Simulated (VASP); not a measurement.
Given:

```xyz
2
Lattice="1.7800 -3.0831 0.0000 1.7800 3.0831 0.0000 0.0000 0.0000 5.5900" Properties=species:S:1:pos:R:3 pbc="T T T"
Er     1.7800     1.0277     1.3975
Er     1.7800    -1.0277     4.1925
```

Level of theory: optB86b-vdW, VASP's PBE PAW potentials (set 64) (plane waves; VASP). Numerical set-up: 520 eV cut-off, 11×11×6 Γ-centred mesh, first-order Methfessel-Paxton smearing of 0.10 eV, potentials Er_3.

The 4f electrons are frozen in the core of the lanthanide potential, so 4f levels, which can set the real gap, and their magnetism are missing. Energy and stress use the plane-wave basis of the starting cell.

Problem. The ions, cell shape and volume are relaxed. Give the cell that the relaxation ends in.

Solution. 
```xyz
2
Lattice="1.7705 -3.0666 0.0000 1.7705 3.0666 0.0000 0.0000 0.0000 5.4483" Properties=species:S:1:pos:R:3 pbc="T T T"
Er     1.7705     1.0222     1.3621
Er     1.7705    -1.0222     4.0862
```
Space group P6_3/mmc (194), at a tolerance of 0.03 Å.

Problem. How do energy and volume change from the first to the last step?

Solution. The energy (σ→0) changes by -7.5 meV/atom and the volume by -3.6 %, in 6 ionic steps.

```tsv
step	E(σ→0) (eV)	max force (eV/Å)	pressure (GPa)	volume (Å³)
1	-4.0546	0.000	-1.61	61.35
2	-4.0680	0.000	0.41	58.66
3	-4.0683	0.000	0.14	59.01
4	-4.0683	0.000	0.09	59.06
5	-4.0694	0.000	0.03	59.12
6	-4.0696	0.000	-0.02	59.16
```

The compound is Er in the hcp structure. This run relaxes it. Symmetry was kept, so distortions that lower it aren't found.
